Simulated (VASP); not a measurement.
# CSe2 (Cmce) in VASP: reference runs

Reference runs on CSe2: the cell as given and a disturbed copy.

All numbers are computed with VASP 6.6.1; they aren't measurements. Logs are shortened: lines on timing, memory, paths and dates and some standing lists are left out, and cuts for length are marked.

### Step 1. The crystal as given

It takes space group Cmce (No. 64, orthorhombic). Conventional cell: a = 7.140 Å, b = 5.990 Å, c = 9.463 Å, α = 90.00°, β = 90.00°, γ = 90.00°. Se (site symmetry m) is surrounded by 1 C at 1.71 Å. Around C (site symmetry 2/m) lie 2 Se at 1.71 Å.

The cell comes from a database or a generator and needn't be the stable form of this composition.

### Step 2. Single point, PBE

INCAR

```
SYSTEM = CSe2
PREC = Accurate
ENCUT = 520
EDIFF = 1E-7
ISMEAR = -1
SIGMA = 0.05
LREAL = .FALSE.
LASPH = .TRUE.
NELM = 100
ALGO = Normal
ISIF = 2
LWAVE = .FALSE.
LCHARG = .FALSE.
GGA = PE
NBANDS = 25
```

KPOINTS

```
Automatic mesh
0
G
  6 6 3
  0 0 0
```

POSCAR

```
CSe2
1.0
    3.5697670000     -2.9947800000      0.0000000000
    3.5697670000      2.9947800000      0.0000000000
    0.0000000000      0.0000000000      9.4626520000
Se C
4 2
Direct
    0.2124220000      0.7875780000      0.8793850000
    0.7875780000      0.2124220000      0.1206150000
    0.2875780000      0.7124220000      0.3793850000
    0.7124220000      0.2875780000      0.6206150000
    0.0000000000      0.0000000000      0.0000000000
    0.5000000000      0.5000000000      0.5000000000
```

Potentials or basis: VASP PAW PBE potentials, release 64 (Se, C).

On the command line:

```bash
$ cat potpaw_PBE.64/Se/POTCAR potpaw_PBE.64/C/POTCAR > POTCAR
$ mpirun -np 1 vasp_std > vasp.out
```

OUTCAR:

```text
SYSTEM = CSe2
   PREC = Accurate
   ENCUT = 520
   EDIFF = 1E-7
   ISMEAR = -1
   LREAL = .FALSE.
   LASPH = .TRUE.
   NELM = 100
   ISIF = 2
   GGA = PE

 ion  position               nearest neighbor table
   1  0.212  0.788  0.879-   5 1.71
   2  0.788  0.212  0.121-   5 1.71
   3  0.288  0.712  0.379-   6 1.71
   4  0.712  0.288  0.621-   6 1.71
   5  0.000  0.000  0.000-   1 1.71   2 1.71
   6  0.500  0.500  0.500-   3 1.71   4 1.71

  LATTYP: Found a base centered orthorhombic cell.
 ALAT       =     5.9895600000
 B/A-ratio  =     1.1919964071
 C/A-ratio  =     1.5798576189

  Lattice vectors:

 A1 = (  -3.5697670000,  -2.9947800000,   0.0000000000)
 A2 = (   3.5697670000,  -2.9947800000,   0.0000000000)
 A3 = (   0.0000000000,   0.0000000000,   9.4626520000)

Analysis of symmetry for initial positions (statically):
=====================================================================
 Subroutine PRICEL returns:
 Original cell was already a primitive cell.

 Routine SETGRP: Setting up the symmetry group for a
 base centered orthorhombic supercell.

 Subroutine GETGRP returns: Found  8 space group operations
 (whereof  4 operations were pure point group operations)
 out of a pool of  8 trial point group operations.

The static configuration has the point symmetry C_2h.
 The point group associated with its full space group is D_2h.

Analysis of symmetry for dynamics (positions and initial velocities):
=====================================================================
 Subroutine PRICEL returns:
 Original cell was already a primitive cell.

 Routine SETGRP: Setting up the symmetry group for a
 base centered orthorhombic supercell.

 Subroutine GETGRP returns: Found  8 space group operations
 (whereof  4 operations were pure point group operations)
 out of a pool of  8 trial point group operations.

The dynamic configuration has the point symmetry C_2h.
 The point group associated with its full space group is D_2h.

 Subroutine INISYM returns: Found  8 space group operations
 (whereof  4 operations are pure point group operations),
 and found     1 'primitive' translations

----------------------------------------------------------------------------------------

                                     Primitive cell

  volume of cell :     202.3241

  direct lattice vectors                    reciprocal lattice vectors
     3.569767000 -2.994780000  0.000000000     0.140065164 -0.166957172  0.000000000
     3.569767000  2.994780000  0.000000000     0.140065164  0.166957172  0.000000000
     0.000000000  0.000000000  9.462652000     0.000000000  0.000000000  0.105678619

  length of vectors
     4.659607675  4.659607675  9.462652000     0.217928767  0.217928767  0.105678619

  position of ions in fractional coordinates (direct lattice)
     0.212422000  0.787578000  0.879385000
     0.787578000  0.212422000  0.120615000
     0.287578000  0.712422000  0.379385000
     0.712422000  0.287578000  0.620615000
     0.000000000  0.000000000  0.000000000
     0.500000000  0.500000000  0.500000000

  ion indices of the primitive-cell ions
   primitive index   ion index
                 1           1
                 2           2
                 3           3
                 4           4
                 5           5
                 6           6

----------------------------------------------------------------------------------------

 KPOINTS: Automatic mesh

Automatic generation of k-mesh.
 Grid dimensions read from file:
 generate k-points for:    6    6    3

 Generating k-lattice:

  Cartesian coordinates                     Fractional coordinates (reciprocal lattice)
     0.023344194 -0.027826195  0.000000000     0.166666667  0.000000000  0.000000000
     0.023344194  0.027826195  0.000000000     0.000000000  0.166666667  0.000000000
     0.000000000  0.000000000  0.035226206     0.000000000  0.000000000  0.333333333

  Length of vectors
     0.036321461  0.036321461  0.035226206

  Shift w.r.t. Gamma in fractional coordinates (k-lattice)
     0.000000000  0.000000000  0.000000000

 Subroutine IBZKPT returns following result:
 ===========================================

 Found     26 irreducible k-points:

 Following reciprocal coordinates:
            Coordinates               Weight
  0.000000  0.000000  0.000000      1.000000
  0.166667  0.000000  0.000000      4.000000
  0.333333  0.000000  0.000000      4.000000
  0.500000  0.000000  0.000000      2.000000
  0.166667  0.166667  0.000000      2.000000
  0.333333  0.166667  0.000000      4.000000
[... 16 lines left out ...]
  0.333333  0.333333  0.333333      4.000000
  0.500000  0.333333  0.333333      8.000000
 [... further k-points ...]
   k-points           NKPTS =     26   k-points in BZ     NKDIM =     26   number of bands    NBANDS=     25
   number of dos      NEDOS =    301   number of ions     NIONS =      6
   total plane-waves  NPLWV =  90720
   dimension x,y,z NGX =    36 NGY =   36 NGZ =   70
   dimension x,y,z NGXF=    72 NGYF=   72 NGZF=  140
   ions per type =               4   2
   NGX,Y,Z   is equivalent  to a cutoff of  12.84, 12.84, 12.30 a.u.
   NGXF,Y,Z  is equivalent  to a cutoff of  25.69, 25.69, 24.60 a.u.
 SYSTEM =  CSe2
   PREC   = accura    normal or accurate (medium, high low for compatibility)
   ISTART =      0    job   : 0-new  1-cont  2-samecut
   ICHARG =      2    charge: 1-file 2-atom 10-const
   ISPIN  =      1    spin polarized calculation?
   LNONCOLLINEAR =      F non collinear calculations
   LSORBIT =      F    spin-orbit coupling
   LASPH  =      T    aspherical Exc in radial PAW
   ENCUT  =  520.0 eV  38.22 Ry    6.18 a.u.   8.66  8.66 17.59*2*pi/ulx,y,z
   NELM   =    100;   NELMIN=  2; NELMDL= -5     # of ELM steps
   EDIFF  = 0.1E-06   stopping-criterion for ELM
   LREAL  =      F    real-space projection
   EDIFFG = 0.1E-05   stopping-criterion for IOM
   NSW    =      0    number of steps for IOM
   IBRION =     -1    ionic relax: 0-MD 1-quasi-New 2-CG
   NFREE  =      0    steps in history (QN), initial steepest desc. (CG)
   ISIF   =      2    stress and relaxation
   ISYM   =      2    0-nonsym 1-usesym 2-fastsym
   POTIM  = 0.5000    time-step for ionic-motion
   TEBEG  =    0.0;   TEEND  =   0.0 temperature during run
   PSTRESS=    0.0 pullay stress
   NELECT =      32.0000    total number of electrons
   NUPDOWN=      -1.0000    fix difference up-down
   EMIN   =  10.00;   EMAX   =-10.00  energy-range for DOS
   EFERMI =   0.00;   METHOD = LEGACY
   ISMEAR =    -1;   SIGMA  =   0.05  broadening in eV -4-tet -1-fermi 0-gaus
   EFERMI_NEDOS =   21; number of points for ismear=-14 and -15
   IALGO  =     38    algorithm
   IMIX   =      4    mixing-type and parameters
     AMIX     =   0.40;   BMIX     =  1.00
     AMIX_MAG =   1.60;   BMIX_MAG =  1.00
  volume/ion in A,a.u.               =      33.72       227.56
  Fermi-wavevector in a.u.,A,eV,Ry     =   0.885338  1.673046 10.664556  0.783823
  Thomas-Fermi vector in A             =   2.006358
   LORBIT       =      0    0 simple, 1 ext, 2 COOP (PROOUT), +10 PAW based schemes
   GGA     = PE    functional components
   LHFCALC =     F    Hartree Fock is set to
   AEXX    =    0.0000 exact exchange contribution
   IVDW    =     0    specifies the selected vdW correction
   LEPSILON=     F    determine dielectric tensor
   LRPA    =     F    only Hartree local field effects (RPA)
 non-spin polarized calculation
  energy-cutoff  :      520.00
  volume of cell :      202.32
 maximum number of plane-waves:      5467
 NGX is ok and might be reduce to    36
   NGX = 17   NGY = 17   NGZ = 35

 number of electron      32.0000001 magnetization

 Free energy of the ion-electron system (eV)
  ---------------------------------------------------
  ext. energy  EPLUGINS =         0.00000000
  ---------------------------------------------------
  free energy    TOTEN  =       -28.46648150 eV

  energy without entropy =      -28.46648150  energy(sigma->0) =      -28.46648150

 E-fermi :   0.0963     XC(G=0):  -7.0182

 val. band max:       -0.9371576237   @ k =   0.5000   0.5000   0.0000
 cond. band min:       1.4138746845   @ k =   0.0000   0.0000   0.0000
 fundamental gap:      2.3510323082
 Fermi energy:         0.0963168124

 k-point     1 :       0.0000    0.0000    0.0000
  band No.  band energies     occupation
      1     -15.7332      2.00000
      2     -15.6223      2.00000
      3     -13.8629      2.00000
      4     -13.6972      2.00000
      5      -8.0992      2.00000
      6      -7.8305      2.00000
[... 17 lines left out ...]
     24       5.9577      0.00000
     25       6.5762      0.00000

 k-point     2 :       0.1667    0.0000    0.0000
  band No.  band energies     occupation
      1     -15.7081      2.00000
      2     -15.6110      2.00000
      3     -13.8624      2.00000
      4     -13.7206      2.00000
      5      -8.0874      2.00000
      6      -7.8414      2.00000
[... 17 lines left out ...]
     24       5.6987      0.00000
     25       6.7635      0.00000

 k-point     3 :       0.3333    0.0000    0.0000
  band No.  band energies     occupation
      1     -15.6507      2.00000
      2     -15.5934      2.00000
      3     -13.8557      2.00000
      4     -13.7761      2.00000
      5      -8.0415      2.00000
      6      -7.8829      2.00000
[... 552 lines left out ...]
 k-point    23 :       0.3333    0.3333    0.3333
  band No.  band energies     occupation
      1     -15.6144      2.00000
      2     -15.5749      2.00000
      3     -13.8194      2.00000
      4     -13.7729      2.00000
      5      -8.0484      2.00000
      6      -8.0134      2.00000
[... 17 lines left out ...]
     24       6.0479      0.00000
     25       6.8680      0.00000

 k-point    24 :       0.5000    0.3333    0.3333
  band No.  band energies     occupation
      1     -15.5897      2.00000
      2     -15.5605      2.00000
      3     -13.8238      2.00000
      4     -13.7939      2.00000
      5      -8.0259      2.00000
      6      -8.0190      2.00000
[... 17 lines left out ...]
     24       6.2399      0.00000
     25       7.0477      0.00000

 [... further k-points ...]

------------------------ aborting loop because EDIFF is reached ----------------------------------------

  FORCE on cell =-STRESS in cart. coord.  units (eV):
  Direction    XX          YY          ZZ          XY          YZ          ZX
  --------------------------------------------------------------------------------------
  -------------------------------------------------------------------------------------
  Total        0.4250961      0.1988361      0.1862025      0.0000000      0.0000000      0.0000000
  in kB        3.3662783      1.5745560      1.4745126      0.0000000      0.0000000      0.0000000
  external PRESSURE =       2.1384490 kB  Pullay stress =       0.0000000 kB

 VOLUME and BASIS-vectors are now :
 -----------------------------------------------------------------------------
  energy-cutoff  :      520.00
  volume of cell :      202.32
      direct lattice vectors                 reciprocal lattice vectors
     3.569767000 -2.994780000  0.000000000     0.140065164 -0.166957172  0.000000000
     3.569767000  2.994780000  0.000000000     0.140065164  0.166957172  0.000000000
     0.000000000  0.000000000  9.462652000     0.000000000  0.000000000  0.105678619

 POSITION                                       TOTAL-FORCE (eV/Angst)
 -----------------------------------------------------------------------------------
      3.56977      1.72247      8.32131         0.000000      0.046375      0.025363
      3.56977     -1.72247      1.14134         0.000000     -0.046375     -0.025363
      3.56977      1.27231      3.58999         0.000000     -0.046375      0.025363
      3.56977     -1.27231      5.87266         0.000000      0.046375     -0.025363
      0.00000      0.00000      0.00000        -0.000000      0.000000      0.000000
      3.56977      0.00000      4.73133         0.000000     -0.000000      0.000000
 -----------------------------------------------------------------------------------
    total drift:                                0.000000     -0.000000      0.000000

  FREE ENERGIE OF THE ION-ELECTRON SYSTEM (eV)
  ---------------------------------------------------
  free  energy   TOTEN  =       -28.4664814956 eV

  energy  without entropy=      -28.4664814955  energy(sigma->0) =      -28.46648150
```

Run time: 86 s. Hardware: 1 thread of Intel Xeon Platinum 8488C (Sapphire Rapids), shared host; peak memory 0.32 GiB.

What came out:

- Free energy: -28.4665 eV
- Pressure: 0.2 GPa
- Largest force: 0.053 eV/Å
- Band gap on the k mesh: 2.35 eV, indirect (least direct gap 2.46 eV)

Forces on the atoms (eV/Å):
```
Se   0.000  0.046  0.025
Se   0.000 -0.046 -0.025
Se   0.000 -0.046  0.025
Se   0.000  0.046 -0.025
C    0.000  0.000  0.000
C    0.000  0.000  0.000
```

Caveat: an odd mesh through Γ misses points on the zone boundary, where band edges often lie. A hybrid or GW would open this gap; PBE tends to underestimate it.

### Step 3. Single point, PBE (atoms moved at random, drawn with an rms of 0.05 Å)

INCAR

```
SYSTEM = CSe2
  PREC = Accurate
  ENCUT = 520
  EDIFF = 1E-7
  ISMEAR = -1
  SIGMA = 0.05
  LREAL = .FALSE.
  LASPH = .TRUE.
  NELM = 100
  ALGO = Normal
  ISIF = 2
  LWAVE = .FALSE.
  LCHARG = .FALSE.
  GGA = PE
  NBANDS = 25
```

KPOINTS

```
regular mesh
0
G
  6 6 3
  0 0 0
```

POSCAR

```
CSe2
1.0
    3.5697670000     -2.9947800000      0.0000000000
    3.5697670000      2.9947800000      0.0000000000
    0.0000000000      0.0000000000      9.4626520000
Se C
4 2
Direct
    0.2168650000      0.7852020000      0.8852330000
    0.7928090000      0.2097190000      0.1174770000
    0.2985130000      0.7213870000      0.3765090000
    0.7152940000      0.2823980000      0.6191460000
    0.0018200000     -0.0153670000     -0.0006670000
    0.4967520000      0.5048400000      0.4934080000
```

Potentials or basis: VASP PAW PBE potentials, release 64 (Se, C).

On the command line:

```bash
$ cat potpaw_PBE.64/Se/POTCAR potpaw_PBE.64/C/POTCAR > POTCAR
$ mpirun -np 1 vasp_std > vasp.out
```

It took 3 min on 1 thread of Intel Xeon Platinum 8488C (Sapphire Rapids), shared host; peak memory 0.41 GiB.

Results (log left out):

* Free energy: -28.2775 eV
* Pressure: 1.1 GPa
* Largest force: 3.472 eV/Å
* Band gap on the k mesh: 2.37 eV, indirect (least direct gap 2.50 eV)

Forces on the atoms (eV/Å):
```
Se  -0.032 -1.938 -1.701
Se  -0.116 -0.045  0.003
Se  -0.001  1.121 -1.007
Se  -0.017  1.455 -1.301
C    0.148  1.987  1.684
C    0.018 -2.581  2.322
```

Stress tensor (GPa, compression positive):
```
 0.33 -0.04 -0.09
-0.04  1.78  2.03
-0.09  2.03  1.33
```

Levels at points of the mesh, in eV from the valence-band top:
| k point | band 14 | band 15 | band 16 | band 17 | band 18 | band 19 |
| --- | --- | --- | --- | --- | --- | --- |
| (0.00, 0.00, 0.00) | -0.77 | -0.70 | -0.37 | 2.37 | 2.65 | 2.89 |
| (0.50, 0.00, 0.00) | -0.61 | -0.28 | -0.23 | 2.47 | 2.58 | 2.77 |
| (0.00, 0.50, 0.00) | -0.55 | -0.27 | -0.21 | 2.48 | 2.57 | 2.81 |
| (0.50, 0.50, 0.00) | -0.92 | -0.59 | 0.00 | 2.50 | 2.55 | 3.39 |

Caveat: an odd mesh through Γ misses points on the zone boundary, where band edges often lie.
